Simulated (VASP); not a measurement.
## CdS (Greenockite): single point with r2SCAN

**Experimental background.**

“Isotope dependence of band-gap energy”, 2008, arxiv:0807.2152 quotes, for a bulk crystal of CdS: band gap 2.5809 ± 0.0002 eV.

Crystal: CdS (Greenockite).

```xyz
4
Lattice="4.1500 0.0000 0.0000 -2.0750 3.5940 0.0000 0.0000 0.0000 6.7370" Properties=species:S:1:pos:R:3 pbc="T T T"
Cd    0.0000    2.3960    0.0000
Cd    2.0750    1.1980    3.3685
S     0.0000    2.3960    2.5264
S     2.0750    1.1980    5.8949
```

| Property | Result |
| --- | --- |
| Program | VASP 6.6.1 |
| Task | single point |
| Functional | r2SCAN |
| Potentials or basis | VASP PAW PBE potentials, release 64 (Cd, S) |
| Cutoff | 520 eV |
| k mesh | 6 × 6 × 4 |
| Occupations | gaussian, width 0.1 eV |
| Spin | no spin polarisation |

The pressure is 1.0 GPa. The largest force is 0.072 eV/Å. The band gap on the k mesh is 1.65 eV, direct.

Forces in eV/Å, atoms in the order of the input:
```
Cd   0.000  0.000 -0.072
Cd   0.000  0.000 -0.072
S    0.000  0.000  0.072
S    0.000  0.000  0.072
```

Stress tensor (GPa, compression positive):
```
0.81 0.00 0.00
0.00 0.81 0.00
0.00 0.00 1.42
```

Levels at points of the mesh, in eV from the valence-band top:
| k point | band 14 | band 15 | band 16 | band 17 | band 18 | band 19 | band 20 | band 21 | band 22 | band 23 |
| --- | --- | --- | --- | --- | --- | --- | --- | --- | --- | --- |
| (0.00, 0.00, 0.00) | -0.77 | -0.77 | -0.04 | 0.00 | 0.00 | 1.65 | 3.25 | 6.99 | 6.99 | 7.34 |
| (0.50, 0.00, 0.00) | -3.48 | -2.67 | -1.89 | -1.31 | -0.74 | 4.18 | 4.25 | 5.42 | 6.88 | 7.47 |
| (0.00, 0.00, 0.50) | -2.45 | -0.40 | -0.40 | -0.40 | -0.40 | 3.30 | 3.30 | 6.65 | 6.65 | 7.33 |
| (0.50, 0.00, 0.50) | -4.12 | -1.35 | -1.35 | -1.34 | -1.34 | 3.87 | 3.87 | 5.81 | 5.81 | 8.37 |

Run time: 110 s on 1 thread of Intel(R) Xeon(R) Platinum 8559C (Emerald Rapids), on a shared host, peak memory 0.25 GiB.

Measured gap of CdS: 2.5809 eV (quoted in “Isotope dependence of band-gap energy”, 2008, arxiv:0807.2152). This calculation gives 1.65 eV (-0.93 eV). Spin-orbit coupling on Cd is left out. The value is that of r2SCAN, without temperature or zero-point motion.

Caveat: the PAW data sets were made with another functional, which shifts forces and pressure a little.
